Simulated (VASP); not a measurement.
Data:

```yaml
crystal:
  lattice:
    - [1.86954, -3.23814, 0.00000]
    - [1.86954, 3.23814, 0.00000]
    - [0.00000, 0.00000, 6.14648]
  atoms:
    - { symbol: Zr, position: [0.00000, 0.00000, 0.00000] }
    - { symbol: Se, position: [0.33333, 0.66667, 0.25763] }
    - { symbol: Se, position: [0.66667, 0.33333, 0.74237] }
```

Level of theory: PBEsol GGA, VASP's PBE PAW potentials (set 64) (plane waves; VASP 6.6.1). Numerical set-up: 400 eV cut-off, Gaussian smearing of 0.050 eV, potentials Zr_sv Se.

Without a dispersion term in the relaxation, distances and binding between the weakly bound layers, chains or molecules are unreliable, and so is what depends on them.

Question: Give the energies of bands 7 to 15 at the high-symmetry points, in eV from the valence-band maximum.

Answer: 
| band | Γ | M | K | A | L | H |
|---|---|---|---|---|---|---|
| 7 | -4.98 | -4.82 | -3.93 | -3.70 | -4.90 | -3.90 |
| 8 | -2.68 | -3.09 | -3.75 | -2.62 | -3.85 | -3.90 |
| 9 | -2.68 | -2.87 | -3.75 | -2.62 | -2.74 | -3.46 |
| 10 | -0.02 | -2.52 | -2.45 | -2.37 | -2.72 | -2.60 |
| 11 | 0.00 | -2.34 | -2.45 | -0.21 | -1.03 | -2.13 |
| 12 | 0.00 | -1.38 | -1.85 | -0.21 | -0.99 | -2.13 |
| 13 | 1.01 | 0.37 | 1.77 | 0.98 | 0.12 | 1.83 |
| 14 | 1.01 | 2.61 | 2.61 | 0.98 | 2.60 | 2.08 |
| 15 | 1.34 | 3.02 | 2.61 | 1.85 | 2.99 | 2.08 |

The gap is indirect, 0.12 eV, from the valence maximum at Γ to the conduction minimum at L.

The compound is ZrSe2 in the 1T layered structure. It was relaxed first.
